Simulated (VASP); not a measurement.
NaLiZnS$_{2}$ (space group P3m1): the band gap from VASP (plane waves, PAW) at several levels of theory. Gaps are without spin-orbit coupling. Each level names its cell: its own relaxed one, PBE's, or the starting one. A gap is the smallest over the k-mesh and a band path; hybrids may have named points in place of the path, and GW has the mesh alone.

| level | band gap (eV) |
|---|---|
| PBEsol (own cell) | 1.84 |
| r2SCAN (own cell) | 2.50 |

The cell of the PBEsol (own cell) run:

```xyz
5
Lattice="3.9213 0.0000 0.0000 -1.9606 3.3959 0.0000 0.0000 0.0000 6.7494" Properties=species:S:1:pos:R:3 pbc="T T T"
Na    -1.9606     3.3959     0.1719
Li     0.0000     2.2639     2.4145
Zn     1.9606     1.1320     4.1298
S      0.0000     2.2639     4.9540
S      1.9606     1.1320     1.8284
```

Only levels that ran to the end are used. Left out are those held back, those with too coarse a band path, GW runs whose mesh misses a band edge, hybrids' fits of cells that aren't cubic and levels without matching references; a question may draw on a part of the rest.

The structure comes from a computed database's NaLiZnS2 entry (P3m1); how it stands against other phases isn't given here.
